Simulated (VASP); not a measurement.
**A point defect in Lanthanum**

How easily does a point defect form in Lanthanum? The host is relaxed first, then a supercell is run with and without the defect. The start is a cell from a database of measured crystal structures.

Calculated with VASP 6.6.1; r2SCAN; plane waves and PAW (La).

### Step 1. The host crystal

The structure is hexagonal, space group P6_3/mmc (No. 194). The conventional cell has a = 3.770 Å, b = 3.770 Å, c = 12.159 Å, α = 90.00°, β = 90.00°, γ = 120.00°. Nearest to La lie 12 La at 3.74 to 3.77 Å. La has 12 La at 3.74 to 3.77 Å nearest.

As a file:

```cif
data_structure
_symmetry_space_group_name_H-M 'P 1'
_symmetry_Int_Tables_number 1
_cell_length_a 3.7700
_cell_length_b 3.7700
_cell_length_c 12.1590
_cell_angle_alpha 90.000
_cell_angle_beta 90.000
_cell_angle_gamma 120.000
_cell_volume 149.66
loop_
_atom_site_label
_atom_site_type_symbol
_atom_site_fract_x
_atom_site_fract_y
_atom_site_fract_z
_atom_site_occupancy
La1 La 0.66667 0.33333 0.25000 1
La2 La 0.33333 0.66667 0.75000 1
La3 La 0.00000 0.00000 0.50000 1
La4 La 0.00000 0.00000 0.00000 1
```

### Step 2. The host at zero pressure

The later steps need the crystal at this functional's own lattice; a raised cutoff keeps the stress reliable while the cell changes.

Contents of INCAR:

```
SYSTEM = La
PREC = Accurate
ENCUT = 350
EDIFF = 1E-06
NELM = 120
ISMEAR = 1
SIGMA = 0.15
LREAL = .FALSE.
ALGO = Normal
METAGGA = R2SCAN
LASPH = .TRUE.
NBANDS = 28
LORBIT = 11
LWAVE = .FALSE.
LCHARG = .FALSE.
KPAR = 4
IBRION = 2
NSW = 40
ISIF = 3
EDIFFG = -0.02
POTIM = 0.4
```

Contents of POSCAR:

```
La
1.0
    3.7700000000      0.0000000000      0.0000000000
   -1.8850000000      3.2649157723      0.0000000000
    0.0000000000      0.0000000000     12.1590000000
La
4
Direct
    0.6666666667      0.3333333333      0.2500000000
    0.3333333333      0.6666666667      0.7500000000
    0.0000000000      0.0000000000      0.5000000000
    0.0000000000      0.0000000000      0.0000000000
```

Contents of KPOINTS:

```
Automatic mesh
0
Gamma
7 7 2
0 0 0
```

PAW data sets: La (PBE family, release 64).

Launch:

```console
$ mpirun -np 4 vasp_std
```

The log of the run:

```text
[banner, memory and clock lines left out]
running    4 mpi-ranks, on    1 nodes
 distrk:  each k-point on    1 cores,    4 groups
 distr:  one band on    1 cores,    1 groups

 POSCAR found type information on POSCAR La
 POSCAR found :  1 types and       4 ions
|                                                                             |
|               ----> ADVICE to this user running VASP <----                  |
|                                                                             |
|     You enforced a specific xc type in the INCAR file but a different       |
|     [... a line on the potential file left out ...]
|     I HOPE YOU KNOW WHAT YOU ARE DOING!                                     |
|                                                                             |

 LDA part: xc-table for (None), standard interpolation
 POSCAR, INCAR and KPOINTS ok, starting setup
 FFT: planning ... GRIDC
 FFT: planning ... GRID_SOFT
 FFT: planning ... GRID
 WAVECAR not read
 entering main loop
       N       E                     dE             d eps       ncg     rms          rms(c)
DAV:   1     0.426126380546E+03    0.42613E+03   -0.11987E+04   904   0.159E+03
DAV:   2    -0.227763942278E+02   -0.44890E+03   -0.44197E+03  1320   0.433E+02
DAV:   3    -0.119009123788E+03   -0.96233E+02   -0.94681E+02  1560   0.253E+02
DAV:   4    -0.130904530061E+03   -0.11895E+02   -0.11573E+02  1680   0.828E+01
DAV:   5    -0.132769625792E+03   -0.18651E+01   -0.17966E+01  1768   0.313E+01    0.563E+00
DAV:   6    -0.118954000648E+03    0.13816E+02   -0.45400E+00  1520   0.152E+01    0.293E+00
DAV:   7    -0.118993268355E+03   -0.39268E-01   -0.44954E-01  1776   0.564E+00    0.135E+00
DAV:   8    -0.119000786705E+03   -0.75183E-02   -0.78964E-02  1600   0.179E+00    0.318E-01
DAV:   9    -0.119001168374E+03   -0.38167E-03   -0.63493E-03  1768   0.724E-01    0.116E-01
DAV:  10    -0.119001445155E+03   -0.27678E-03   -0.76800E-04  1704   0.178E-01    0.299E-02
DAV:  11    -0.119001490195E+03   -0.45040E-04   -0.15755E-04  1696   0.828E-02    0.733E-03
DAV:  12    -0.119001497009E+03   -0.68140E-05   -0.20477E-05  1432   0.311E-02    0.535E-03
DAV:  13    -0.119001497311E+03   -0.30184E-06   -0.14386E-06   928   0.173E-02
   1 F= -.11900150E+03 E0= -.11900206E+03  d E =-.119001E+03
 curvature:   0.00 expect dE= 0.000E+00 dE for cont linesearch  0.000E+00
 trial: gam= 0.00000 g(F)=  0.726E-49 g(S)=  0.212E-02 ort = 0.000E+00 (trialstep = 0.100E+01)
 search vector abs. value=  0.212E-02
 bond charge predicted
       N       E                     dE             d eps       ncg     rms          rms(c)
DAV:   1    -0.119013648795E+03   -0.12152E-01   -0.47366E-01  1408   0.559E+00    0.556E-01
DAV:   2    -0.119005604591E+03    0.80442E-02   -0.39925E-02  1520   0.210E+00    0.277E-01
DAV:   3    -0.119002744493E+03    0.28601E-02   -0.16700E-02  1328   0.989E-01    0.518E-02
DAV:   4    -0.119002819628E+03   -0.75136E-04   -0.12487E-03  1600   0.340E-01    0.235E-02
DAV:   5    -0.119002873306E+03   -0.53678E-04   -0.20177E-04  1680   0.815E-02    0.202E-02
DAV:   6    -0.119002907877E+03   -0.34571E-04   -0.67476E-05  1504   0.493E-02    0.124E-02
DAV:   7    -0.119002916351E+03   -0.84740E-05   -0.19403E-05  1600   0.327E-02    0.250E-03
DAV:   8    -0.119002918670E+03   -0.23193E-05   -0.80064E-07   676   0.122E-02    0.175E-03
DAV:   9    -0.119002918832E+03   -0.16194E-06   -0.33904E-07   672   0.136E-02
   2 F= -.11900292E+03 E0= -.11900339E+03  d E =-.142152E-02
 trial-energy change:   -0.001422  1 .order   -0.001408   -0.002115   -0.000701
 step:   1.4580(harm=  1.4959)  dis= 0.00000  next Energy=  -119.003081 (dE=-0.158E-02)
 bond charge predicted
       N       E                     dE             d eps       ncg     rms          rms(c)
DAV:   1    -0.119005361670E+03   -0.24430E-02   -0.99837E-02  1400   0.256E+00    0.256E-01
DAV:   2    -0.119003645955E+03    0.17157E-02   -0.84494E-03  1496   0.968E-01    0.126E-01
DAV:   3    -0.119003039293E+03    0.60666E-03   -0.34819E-03  1336   0.452E-01    0.235E-02
DAV:   4    -0.119003061533E+03   -0.22241E-04   -0.26706E-04  1624   0.155E-01    0.110E-02
DAV:   5    -0.119003077425E+03   -0.15892E-04   -0.38965E-05  1520   0.371E-02    0.930E-03
DAV:   6    -0.119003089210E+03   -0.11784E-04   -0.16171E-05  1400   0.259E-02    0.550E-03
DAV:   7    -0.119003092381E+03   -0.31711E-05   -0.24004E-06   832   0.193E-02    0.785E-04
DAV:   8    -0.119003093257E+03   -0.87582E-06   -0.11639E-06   672   0.185E-02
   3 F= -.11900309E+03 E0= -.11900352E+03  d E =-.159595E-02
 curvature:  -0.74 expect dE=-0.144E-04 dE for cont linesearch -0.446E-06
 trial: gam=-0.00768 g(F)=  0.457E-47 g(S)=  0.194E-04 ort = 0.356E-04 (trialstep = 0.109E+01)
 search vector abs. value=  0.189E-04
 reached required accuracy - stopping structural energy minimisation
```

Run time: 97 s. Hardware: 4 MPI ranks of Intel Xeon Platinum 8259CL at 2.50GHz (Skylake/Cascade Lake), shared host; peak memory 0.95 GiB; 6.4 min of CPU time.

Lines that name or quote the potential files are left out of all logs, and their timing lines are given in words.

OUTCAR, selected parts (step 2):

```text
ion  position               nearest neighbor table
   1  0.667  0.333  0.250-
   2  0.333  0.667  0.750-
   3  0.000  0.000  0.500-
   4  0.000  0.000  0.000-

  LATTYP: Found a hexagonal cell.
 ALAT       =     3.7700000000
 C/A-ratio  =     3.2251989390

 Subroutine GETGRP returns: Found 24 space group operations
 (whereof 12 operations were pure point group operations)

The static configuration has the point symmetry D_3d.
 The point group associated with its full space group is D_6h.

 Found     16 irreducible k-points:

   k-points           NKPTS =     16   k-points in BZ     NKDIM =     16   number of bands    NBANDS=     28

   dimension x,y,z NGX =    24 NGY =   24 NGZ =   80
   dimension x,y,z NGXF=    48 NGYF=   48 NGZF=  160

   ENCUT  =  350.0 eV  25.72 Ry    5.07 a.u.   5.75  5.75 18.55*2*pi/ulx,y,z

   NELECT =      44.0000    total number of electrons

 k-points in reciprocal lattice and weights: Automatic mesh
   0.00000000  0.00000000  0.00000000       0.010
   0.14285714  0.00000000  0.00000000       0.061
   0.28571429  0.00000000  0.00000000       0.061
   0.42857143  0.00000000  0.00000000       0.061
   0.14285714  0.14285714  0.00000000       0.061
   0.28571429  0.14285714  0.00000000       0.122
   0.42857143  0.14285714  0.00000000       0.061
   0.28571429  0.28571429  0.00000000       0.061
   0.00000000  0.00000000  0.50000000       0.010
[...]
0.42857143  0.14285714  0.50000000       0.061
   0.28571429  0.28571429  0.50000000       0.061

 average (electrostatic) potential at core
       1-102.0592       2-102.0592       3-102.0615       4-102.0615

 E-fermi :   7.9816

 k-point     1 :       0.0000    0.0000    0.0000
  band No.  band energies     occupation
    ...
     16      -8.5545      2.00000
     17       4.6976      2.00000
     18       6.0829      2.00000
     19       6.0918      2.00000
     20       6.2000      2.00000
     21       8.5404     -0.00000
     22       8.6932     -0.00000
     23       9.4134     -0.00000
     24       9.4134     -0.00000
     25       9.5002     -0.00000
    ...

 k-point     2 :       0.1429    0.0000    0.0000
  band No.  band energies     occupation
    ...
     17       5.2368      2.00000
     18       6.5339      2.00000
     19       6.5451      2.00000
     20       6.6926      2.00000
     21       8.0078      0.70952
     22       8.3273     -0.00529
     23       8.5130     -0.00001
     24       8.6036     -0.00000
     25       8.8685     -0.00000
     26       9.3255     -0.00000
    ...

 k-point     3 :       0.2857    0.0000    0.0000
  band No.  band energies     occupation
    ...
     18       6.6294      2.00000
     19       6.6397      2.00000
     20       7.1789      2.00000
     21       7.6215      2.00357
     22       7.6996      2.02311
     23       8.1597     -0.07047
     24       8.4242     -0.00025
     25       8.8751     -0.00000
     26       9.1550     -0.00000
     27       9.5062     -0.00000
    ...

  Total       -0.0181792     -0.0181792      0.0366960      0.0000000      0.0000000      0.0000000
  in kB       -0.1968149     -0.1968149      0.3972844      0.0000000      0.0000000      0.0000000
  external PRESSURE =       0.0012182 kB  Pullay stress =       0.0000000 kB

  energy-cutoff  :      350.00
  volume of cell :      147.99
      direct lattice vectors                 reciprocal lattice vectors
     3.754071210  0.000000000 -0.000000000     0.266377472  0.153793105 -0.000000000
    -1.877035605  3.251121036  0.000000000    -0.000000000  0.307586211 -0.000000000
     0.000000000  0.000000000 12.125304087     0.000000000 -0.000000000  0.082472158

 POSITION                                       TOTAL-FORCE (eV/Angst)
 -----------------------------------------------------------------------------------
      1.87704      1.08371      3.03133        -0.000000      0.000000     -0.000000
     -0.00000      2.16741      9.09398         0.000000     -0.000000     -0.000000
      0.00000      0.00000      6.06265        -0.000000     -0.000000      0.000000
      0.00000      0.00000     12.12530        -0.000000      0.000000      0.000000
 -----------------------------------------------------------------------------------
    total drift:                                0.000000      0.000000      0.000000

  FREE ENERGIE OF THE ION-ELECTRON SYSTEM (eV)
  ---------------------------------------------------
  free  energy   TOTEN  =      -119.0030932568 eV

  energy  without entropy=     -119.0043703645  energy(sigma->0) =     -119.00351896

 reached required accuracy - stopping structural energy minimisation

 total charge
# of ion       s       p       d       f       tot
--------------------------------------------------
    1        2.044   5.577   0.886   0.069   8.576
    2        2.044   5.577   0.886   0.069   8.576
    3        2.042   5.569   0.894   0.079   8.583
    4        2.042   5.569   0.894   0.079   8.583
--------------------------------------------------
tot          8.171  22.290   3.561   0.296  34.318

[... 3 further parts left out ...]
```

The k-mesh is coarse for a metal. The PAW data sets were made with PBE, which is usual practice but a small mismatch for other functionals. The run keeps the 24 symmetry operations of its start, so it cannot find a distortion of lower symmetry.

Relaxation path:

```tsv
step	energy less that of the first step (eV)	largest force (eV/Å)	pressure (GPa)	volume (Å³)
1	0.0000	0.0000	-0.28	149.66
2	-0.0014	0.0000	-0.09	148.51
3	-0.0016	0.0000	0.00	147.99
```

```tsv
conventional cell, symmetrised	before	after	change
a (Å)	3.770	3.754	-0.4 %
b (Å)	3.770	3.754	-0.4 %
c (Å)	12.159	12.125	-0.3 %
volume (Å³/atom)	37.42	37.00	-1.1 %
```

The relaxed structure:

```xyz
4
Lattice="3.7541 0.0000 0.0000 -1.8770 3.2511 0.0000 0.0000 0.0000 12.1253" Properties=species:S:1:pos:R:3 pbc="T T T"
La    1.8770    1.0837    3.0313
La    0.0000    2.1674    9.0940
La    0.0000    0.0000    6.0627
La    0.0000    0.0000    0.0000
```

Numbers from this step:

```yaml
electronic_cycles: 30
electrons: 44
free_energy_toten: -119.0031 eV
energy_at_zero_smearing: -119.0035 eV
fermi_energy: 7.982 eV
labelled_metallic_from_the_levels_on_this_mesh: yes
```

The run ended after 3 ionic steps, 0.002 eV below its first step, once forces and stress met EDIFFG = -0.02.

[end of part 1 of 2]

[Lines on the potential files, build, host, timing and source positions are cut from VASP's logs without a mark.]

[Logs are printed without paths, hosts, clocks, repeated set-up lines and the standing remarks that a program may print on its own settings, such as how far it seeks lower states.]

[Hosts, paths, dates, database ids (printed as entryN), source tags and the programs' standing remarks are cut or masked in the printed files.]

[In band tables of VASP the shares of atoms and orbitals are scaled to a sum of 1 inside the atoms' spheres.]

[Runs that stopped without an error message from VASP are left out.]
